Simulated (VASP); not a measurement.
# Ag3S (P-6m2) in VASP: settings compared

One crystal, Ag3S, is run at these levels: PBE, RPBE; tasks: relaxation of cell and atoms.

Everything below comes from runs of VASP 6.6.1. Logs are shortened: lines on timing, memory, paths and dates and some standing lists are left out, and cuts for length are marked.

## 1. The crystal as given

It takes space group P-6m2 (No. 187, hexagonal). Conventional cell: a = 3.018 Å, b = 3.018 Å, c = 9.375 Å, α = 90.00°, β = 90.00°, γ = 120.00°. Ag (site symmetry -6m2) has 12 Ag at 3.01 to 3.02 Å as nearest neighbours. Around Ag (site symmetry 3m) lie 3 S at 2.83 Å and 9 Ag at 3.01 to 3.02 Å. S (site symmetry -6m2) has 6 Ag at 2.83 Å and 6 S at 3.02 Å as nearest neighbours.

The cell was built by a generator and needn't be a form met in nature.

## 2. Relaxation of cell and atoms, PBE

Contents of INCAR:

```
SYSTEM = Ag3S
PREC = Accurate ; ENCUT = 600
EDIFF = 1E-6 ; ISMEAR = 0
SIGMA = 0.05 ; LREAL = .FALSE.
LASPH = .TRUE. ; NELM = 60
ALGO = Normal ; ISIF = 3
LWAVE = .FALSE. ; LCHARG = .FALSE.
GGA = PE ; IBRION = 2
NSW = 60 ; EDIFFG = -0.005
```

Contents of KPOINTS:

```
regular mesh
0
G
  10 10 3
  0 0 0
```

Contents of POSCAR:

```
Ag3S
1.0
    3.0176801600      0.0000000000      0.0000000000
   -1.5088400800      2.6133876700      0.0000000000
    0.0000000000      0.0000000000      9.3750202000
Ag S
3 1
Direct
    0.0000000000      0.0000000000      0.5000000000
    0.6666666700      0.3333333300      0.2378099400
    0.6666666700      0.3333333300      0.7621900600
    0.0000000000      0.0000000000      0.0000000000
```

Potentials or basis: VASP PAW PBE potentials, release 64 (Ag, S).

Launch:

```sh
$ cat potpaw_PBE.64/Ag/POTCAR potpaw_PBE.64/S/POTCAR > POTCAR
$ mpirun -np 1 vasp_std > vasp.out
```

OUTCAR:

```text
SYSTEM = Ag3S
   PREC = Accurate
   ENCUT = 600
   EDIFF = 1E-6
   ISMEAR = 0
   LREAL = .FALSE.
   LASPH = .TRUE.
   NELM = 60
   ISIF = 3
   GGA = PE
   IBRION = 2
   NSW = 60
   EDIFFG = -0.005

 ion  position               nearest neighbor table
   1  0.000  0.000  0.500-   2 3.01   3 3.01   2 3.01   3 3.01   2 3.01   3 3.01
   2  0.667  0.333  0.238-   4 2.83   4 2.83   4 2.83   1 3.01   1 3.01   1 3.01
   3  0.667  0.333  0.762-   4 2.83   4 2.83   4 2.83   1 3.01   1 3.01   1 3.01
   4  0.000  0.000  0.000-   2 2.83   3 2.83   2 2.83   3 2.83   2 2.83   3 2.83

  LATTYP: Found a hexagonal cell.
 ALAT       =     3.0176801600
 C/A-ratio  =     3.1066977622

  Lattice vectors:

 A1 = (   3.0176801600,   0.0000000000,   0.0000000000)
 A2 = (  -1.5088400800,   2.6133876700,   0.0000000000)
 A3 = (   0.0000000000,   0.0000000000,   9.3750202000)

Analysis of symmetry for initial positions (statically):
=====================================================================
 Subroutine PRICEL returns:
 Original cell was already a primitive cell.

 Routine SETGRP: Setting up the symmetry group for a
 hexagonal supercell.

 Subroutine GETGRP returns: Found 12 space group operations
 (whereof 12 operations were pure point group operations)
 out of a pool of 24 trial point group operations.

The static configuration has the point symmetry D_3h.

Analysis of symmetry for dynamics (positions and initial velocities):
=====================================================================
 Subroutine PRICEL returns:
 Original cell was already a primitive cell.

 Routine SETGRP: Setting up the symmetry group for a
 hexagonal supercell.

 Subroutine GETGRP returns: Found 12 space group operations
 (whereof 12 operations were pure point group operations)
 out of a pool of 24 trial point group operations.

The dynamic configuration has the point symmetry D_3h.

 Subroutine INISYM returns: Found 12 space group operations
 (whereof 12 operations are pure point group operations),
 and found     1 'primitive' translations

----------------------------------------------------------------------------------------

                                     Primitive cell

  volume of cell :      73.9349

  direct lattice vectors                    reciprocal lattice vectors
     3.017680160  0.000000000  0.000000000     0.331380381  0.191322553  0.000000000
    -1.508840080  2.613387670  0.000000000     0.000000000  0.382645105  0.000000000
     0.000000000  0.000000000  9.375020200     0.000000000  0.000000000  0.106666437

  length of vectors
     3.017680160  3.017680152  9.375020200     0.382645104  0.382645105  0.106666437

  position of ions in fractional coordinates (direct lattice)
     0.000000000  0.000000000  0.500000000
     0.666666670  0.333333330  0.237809940
     0.666666670  0.333333330  0.762190060
     0.000000000  0.000000000  0.000000000

  ion indices of the primitive-cell ions
   primitive index   ion index
                 1           1
                 2           2
                 3           3
                 4           4

----------------------------------------------------------------------------------------

 KPOINTS: regular mesh

Automatic generation of k-mesh.
 Grid dimensions read from file:
 generate k-points for:   10   10    3

 Generating k-lattice:

  Cartesian coordinates                     Fractional coordinates (reciprocal lattice)
     0.033138038  0.019132255  0.000000000     0.100000000 -0.000000000  0.000000000
     0.000000000  0.038264511  0.000000000     0.000000000  0.100000000  0.000000000
     0.000000000  0.000000000  0.035555479     0.000000000  0.000000000  0.333333333

  Length of vectors
     0.038264510  0.038264511  0.035555479

  Shift w.r.t. Gamma in fractional coordinates (k-lattice)
     0.000000000  0.000000000  0.000000000

 Subroutine IBZKPT returns following result:
 ===========================================

 Found     28 irreducible k-points:

 Following reciprocal coordinates:
            Coordinates               Weight
  0.000000  0.000000  0.000000      1.000000
  0.100000  0.000000  0.000000      6.000000
  0.200000  0.000000  0.000000      6.000000
  0.300000  0.000000  0.000000      6.000000
  0.400000  0.000000  0.000000      6.000000
  0.500000  0.000000  0.000000      3.000000
[... 16 lines left out ...]
  0.300000  0.100000  0.333333     24.000000
  0.400000  0.100000  0.333333     24.000000
 [... further k-points ...]
   k-points           NKPTS =     28   k-points in BZ     NKDIM =     28   number of bands    NBANDS=     23
   number of dos      NEDOS =    301   number of ions     NIONS =      4
   total plane-waves  NPLWV =  46080
   dimension x,y,z NGX =    24 NGY =   24 NGZ =   80
   dimension x,y,z NGXF=    48 NGYF=   48 NGZF=  160
   ions per type =               3   1
   NGX,Y,Z   is equivalent  to a cutoff of  13.22, 13.22, 14.19 a.u.
   NGXF,Y,Z  is equivalent  to a cutoff of  26.44, 26.44, 28.37 a.u.
 SYSTEM =  Ag3S
   PREC   = accura    normal or accurate (medium, high low for compatibility)
   ISTART =      0    job   : 0-new  1-cont  2-samecut
   ICHARG =      2    charge: 1-file 2-atom 10-const
   ISPIN  =      1    spin polarized calculation?
   LNONCOLLINEAR =      F non collinear calculations
   LSORBIT =      F    spin-orbit coupling
   LASPH  =      T    aspherical Exc in radial PAW
   ENCUT  =  600.0 eV  44.10 Ry    6.64 a.u.   6.03  6.03 18.72*2*pi/ulx,y,z
   NELM   =     60;   NELMIN=  2; NELMDL= -5     # of ELM steps
   EDIFF  = 0.1E-05   stopping-criterion for ELM
   LREAL  =      F    real-space projection
   EDIFFG = -.5E-02   stopping-criterion for IOM
   NSW    =     60    number of steps for IOM
   IBRION =      2    ionic relax: 0-MD 1-quasi-New 2-CG
   NFREE  =      1    steps in history (QN), initial steepest desc. (CG)
   ISIF   =      3    stress and relaxation
   ISYM   =      2    0-nonsym 1-usesym 2-fastsym
   POTIM  = 0.5000    time-step for ionic-motion
   TEBEG  =    0.0;   TEEND  =   0.0 temperature during run
   PSTRESS=    0.0 pullay stress
   NELECT =      39.0000    total number of electrons
   NUPDOWN=      -1.0000    fix difference up-down
   EMIN   =  10.00;   EMAX   =-10.00  energy-range for DOS
   EFERMI =   0.00;   METHOD = LEGACY
   ISMEAR =     0;   SIGMA  =   0.05  broadening in eV -4-tet -1-fermi 0-gaus
   EFERMI_NEDOS =   21; number of points for ismear=-14 and -15
   IALGO  =     38    algorithm
   IMIX   =      4    mixing-type and parameters
     AMIX     =   0.40;   BMIX     =  1.00
     AMIX_MAG =   1.60;   BMIX_MAG =  1.00
  volume/ion in A,a.u.               =      18.48       124.73
  Fermi-wavevector in a.u.,A,eV,Ry     =   1.322757  2.499648 23.805911  1.749685
  Thomas-Fermi vector in A             =   2.452414
   LORBIT       =      0    0 simple, 1 ext, 2 COOP (PROOUT), +10 PAW based schemes
   GGA     = PE    functional components
   LHFCALC =     F    Hartree Fock is set to
   AEXX    =    0.0000 exact exchange contribution
   IVDW    =     0    specifies the selected vdW correction
   LEPSILON=     F    determine dielectric tensor
   LRPA    =     F    only Hartree local field effects (RPA)
 conjugate gradient relaxation of ions
 non-spin polarized calculation
 Gauss-broadening in eV      SIGMA  =   0.05
  energy-cutoff  :      600.00
  volume of cell :       73.93
 maximum number of plane-waves:      2500
   NGX = 13   NGY = 13   NGZ = 37

--------------------------------------- Ionic step        1  -------------------------------------------

 number of electron      39.0000000 magnetization

 Free energy of the ion-electron system (eV)
  ---------------------------------------------------
  ext. energy  EPLUGINS =         0.00000000
  ---------------------------------------------------
  free energy    TOTEN  =       -11.37920925 eV

  energy without entropy =      -11.37628105  energy(sigma->0) =      -11.37774515

------------------------ aborting loop because EDIFF is reached ----------------------------------------

  FORCE on cell =-STRESS in cart. coord.  units (eV):
  Direction    XX          YY          ZZ          XY          YZ          ZX
  --------------------------------------------------------------------------------------
  -------------------------------------------------------------------------------------
  Total       -0.9052097     -0.9052097     -2.6114826      0.0000000      0.0000000      0.0000000
  in kB      -19.6160031    -19.6160030    -56.5911423      0.0000000      0.0000000      0.0000000
  external PRESSURE =     -31.9410495 kB  Pullay stress =       0.0000000 kB
[... 95 lines left out ...]
  FREE ENERGIE OF THE ION-ELECTRON SYSTEM (eV)
  ---------------------------------------------------
  free  energy   TOTEN  =       -11.4270538708 eV

  energy  without entropy=      -11.4249150447  energy(sigma->0) =      -11.42598446

[... ionic steps 4 to 9 ...]

--------------------------------------- Ionic step       10  -------------------------------------------

 number of electron      38.9999994 magnetization

------------------------ aborting loop because EDIFF is reached ----------------------------------------

  FORCE on cell =-STRESS in cart. coord.  units (eV):
  Direction    XX          YY          ZZ          XY          YZ          ZX
  --------------------------------------------------------------------------------------
  -------------------------------------------------------------------------------------
  Total       -0.0049475     -0.0049475     -0.0131199      0.0000000     -0.0000000     -0.0000000
  in kB       -0.1114533     -0.1114533     -0.2955544      0.0000000     -0.0000000     -0.0000000
  external PRESSURE =      -0.1728203 kB  Pullay stress =       0.0000000 kB
[... 61 lines left out ...]
  energy  without entropy=      -11.4344978794  energy(sigma->0) =      -11.43567701

--------------------------------------- Ionic step       12  -------------------------------------------

 number of electron      38.9999995 magnetization

 Free energy of the ion-electron system (eV)
  ---------------------------------------------------
  ext. energy  EPLUGINS =         0.00000000
  ---------------------------------------------------
  free energy    TOTEN  =       -11.43687357 eV

  energy without entropy =      -11.43454112  energy(sigma->0) =      -11.43570735

 E-fermi :   7.5415     XC(G=0): -11.5967

 val. band max:        7.5233626921   @ k =   0.4000   0.1000   0.0000
 cond. band min:       7.5589978177   @ k =   0.4000   0.0000   0.0000
 fundamental gap:      0.0356351256
 Fermi energy:         7.5415381932

 k-point     1 :       0.0000    0.0000    0.0000
  band No.  band energies     occupation
      1      -6.9854      2.00000
      2       0.5809      2.00000
      3       0.9736      2.00000
      4       1.6351      2.00000
      5       2.5826      2.00000
      6       2.8774      2.00000
[... 613 lines left out ...]
     22      10.1627      0.00000
     23      11.4130      0.00000

 [... further k-points ...]

------------------------ aborting loop because EDIFF is reached ----------------------------------------

  FORCE on cell =-STRESS in cart. coord.  units (eV):
  Direction    XX          YY          ZZ          XY          YZ          ZX
  --------------------------------------------------------------------------------------
  -------------------------------------------------------------------------------------
  Total       -0.0084499     -0.0084499      0.0107018      0.0000000     -0.0000000      0.0000000
  in kB       -0.1903715     -0.1903715      0.2411047      0.0000000     -0.0000000      0.0000000
  external PRESSURE =      -0.0465461 kB  Pullay stress =       0.0000000 kB
[... 19 lines left out ...]
  FREE ENERGIE OF THE ION-ELECTRON SYSTEM (eV)
  ---------------------------------------------------
  free  energy   TOTEN  =       -11.4368735741 eV

  energy  without entropy=      -11.4345411249  energy(sigma->0) =      -11.43570735

 reached required accuracy - stopping structural energy minimisation
```

It took 5.9 min on 1 thread of Intel Xeon Platinum 8488C (Sapphire Rapids), shared host; peak memory 0.24 GiB.

Results:

```yaml
Free_energy: -11.4369 eV
Relaxed_volume: 17.78 Å³/atom
Relaxed_cell: a = 3.021 Å, b = 3.021 Å, c = 8.998 Å, α = 90.00°, β = 90.00°, γ = 120.00°
Space_group_after_relaxing_to_0.05_Å: P-6m2 (No. 187)
Energy_gained_by_relaxing: 14.4 meV/atom
Ionic_steps: 12
Pressure_after_relaxing: 0.0 GPa
Band_gap_on_the_k_mesh: none (metal or under the smearing width)
```

Forces on the atoms (eV/Å):
```
Ag   0.000  0.000  0.000
Ag   0.000  0.000  0.003
Ag   0.000  0.000 -0.003
S    0.000  0.000  0.000
```

Step by step:
| step | energy change (eV) | largest force (eV/Å) | pressure (GPa) | volume (Å³) |
| --- | --- | --- | --- | --- |
| 1 | 0.0000 | 0.1269 | -3.19 | 73.93 |
| 2 | -0.0470 | 0.1307 | 1.15 | 70.05 |
| 3 | -0.0478 | 0.1320 | 0.59 | 70.49 |
| 4 | -0.0551 | 0.0743 | 0.34 | 70.76 |
| 5 | -0.0576 | 0.0084 | 0.11 | 71.05 |
| 6 | -0.0576 | 0.0138 | 0.12 | 71.03 |
| 7 | -0.0576 | 0.0163 | 0.12 | 71.02 |
| 8 | -0.0576 | 0.0135 | -0.07 | 71.17 |
| 9 | -0.0576 | 0.0143 | -0.03 | 71.13 |
| 10 | -0.0576 | 0.0151 | -0.02 | 71.12 |
| 11 | -0.0576 | 0.0086 | -0.01 | 71.12 |
| 12 | -0.0577 | 0.0028 | 0.00 | 71.11 |

Final structure:
```
Ag S
1.0
     3.02092    0.00000    0.00000
    -1.51046    2.61619    0.00000
     0.00000    0.00000    8.99811
Ag S
3 1
Direct
  0.00000 0.00000 0.50000
  0.66667 0.33333 0.24016
  0.66667 0.33333 0.75984
  0.00000 0.00000 0.00000
```

## 3. Relaxation of cell and atoms, RPBE

Contents of INCAR:

```
PREC = Accurate
ENCUT = 600
EDIFF = 1E-7
ISMEAR = 0
SIGMA = 0.05
LREAL = False
LASPH = True
NELM = 100
ALGO = Normal
ISIF = 3
LWAVE = False
LCHARG = False
GGA = RP
IBRION = 2
NSW = 40
EDIFFG = -0.01
```

Contents of KPOINTS:

```
Automatic mesh
0
Gamma
  10 10 3
```

POSCAR is that of step 2.

Potentials or basis: VASP PAW PBE potentials, release 64 (Ag, S).

Launch:

```sh
$ cat potpaw_PBE.64/Ag/POTCAR potpaw_PBE.64/S/POTCAR > POTCAR
$ mpirun -np 1 vasp_std > vasp.out
```

Run time: 4.3 min. Hardware: 1 thread of Intel Xeon Platinum 8488C (Sapphire Rapids), shared host; peak memory 0.23 GiB.

Results (log left out):

- Free energy: -9.5284 eV
- Relaxed volume: 18.62 Å³/atom
- Relaxed cell: a = 3.079 Å, b = 3.079 Å, c = 9.072 Å, α = 90.00°, β = 90.00°, γ = 120.00°
- Space group after relaxing (to 0.05 Å): P-6m2 (No. 187)
- Energy gained by relaxing: 7.5 meV/atom
- Ionic steps: 8
- Pressure after relaxing: 0.0 GPa
- Band gap on the k mesh: none (metal or under the smearing width)

Step by step:
```
step  energy change (eV)  largest force (eV/Å)  pressure (GPa)  volume (Å³)
   1              0.0000                0.1076            0.14        73.93
   2             -0.0194                0.0531            0.07        74.09
   3             -0.0296                0.0281            0.13        74.28
   4             -0.0296                0.0310            0.13        74.28
   5             -0.0297                0.0263           -0.06        74.50
   6             -0.0297                0.0258           -0.08        74.52
   7             -0.0299                0.0163           -0.05        74.51
   8             -0.0300                0.0011            0.00        74.49
```

Final structure:
```
CELL_PARAMETERS angstrom
3.07900 0.00000 0.00000
-1.53950 2.66649 0.00000
0.00000 0.00000 9.07248
ATOMIC_POSITIONS crystal
Ag 0.00000 0.00000 0.50000
Ag 0.66667 0.33333 0.23812
Ag 0.66667 0.33333 0.76188
S 0.00000 0.00000 0.00000
```

Levels at points of the mesh, in eV from the Fermi level:
```csv
k point,band 16,band 17,band 18,band 19,band 20,band 21,band 22,band 23
"(0.00, 0.00, 0.00)",-3.58,-3.25,-3.25,-1.80,1.20,1.20,1.34,7.43
"(0.50, 0.00, 0.00)",-3.08,-2.78,-1.81,-0.12,0.44,1.32,2.07,3.68
```

Caveat: the PAW data sets were made with another functional, which shifts forces and pressure a little.

## 4. For comparison

An earlier run on the cell as given: functional PBE; potentials or basis VASP PAW PBE potentials, release 64 (Ag, S); cutoff 520 eV; k mesh 10 × 10 × 3; occupations fermi-dirac, width 0.05 eV; no spin polarisation.

* Pressure: -3.2 GPa
* Largest force: 0.124 eV/Å
* Band gap on the k mesh: none (metal or under the smearing width)

## 5. The runs side by side

```tsv
task	level	cell	cutoff (eV)	smearing	gap on the mesh (eV)	pressure (GPa)	relaxed volume (Å³/atom)
relaxation of cell and atoms	PBE	relaxed	600	gaussian 0.05 eV	none	0.0	17.78
relaxation of cell and atoms	RPBE	relaxed	600	gaussian 0.05 eV	none	0.0	18.62
single point	PBE	as given	520	fermi-dirac 0.05 eV	none	-3.2	-
```

Alike in all rows: potentials or basis VASP PAW PBE potentials, release 64 (Ag, S); no spin polarisation; k mesh 10 × 10 × 3.

Caveats: the PAW data sets were made with another functional, which shifts forces and pressure a little (some runs).

Absolute energies hang on the potentials; compare differences alone.
